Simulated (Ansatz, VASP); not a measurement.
## Ta3Si3N in VASP and in Ansatz

```
Ta Si N
1.0
     4.91687    0.00000    0.00000
     0.00000    4.91687    0.00000
     0.00000    0.00000    4.91687
Ta Si N
3 3 1
Direct
  0.50000 0.00000 0.00000
  0.00000 0.50000 0.00000
  0.00000 0.00000 0.50000
  0.50000 0.00000 0.50000
  0.50000 0.50000 0.00000
  0.00000 0.50000 0.50000
  0.00000 0.00000 0.00000
```

Change from the starting cell: species swapped into the Ca3AsCl3 type (Pm-3m, No. 221).

Alike in both runs: task relaxation of cell and atoms; functional PBE; k mesh 8 × 8 × 8; occupations gaussian, width 0.1 eV; no spin polarisation.

|  | VASP | Ansatz |
| --- | --- | --- |
| version | VASP 6.6.1 | Ansatz 0.2.0 |
| potentials or method | VASP PAW PBE potentials, release 64 (Ta_pv, Si, N) | scalar-relativistic, plane waves, PAW |
| plane-wave cutoff (eV) | 600 | 420 |
| valence electrons in the cell | 50 | 56 |

```tsv
	VASP	Ansatz	Ansatz less VASP
gap on the k mesh at the Fermi level, each at its own relaxed structure (eV)	none	none	-
relaxed volume (Å³/atom)	17.01	17.01	-0.008
relaxed cell length with the largest relative difference (Å)	4.920	4.919	-0.0008
```

A gap of «none» marks a metal or a gap that the smearing closes. The two sets of potentials don't hold the same shells in valence.

Spin-orbit coupling is left out, which matters for the levels of Ta.
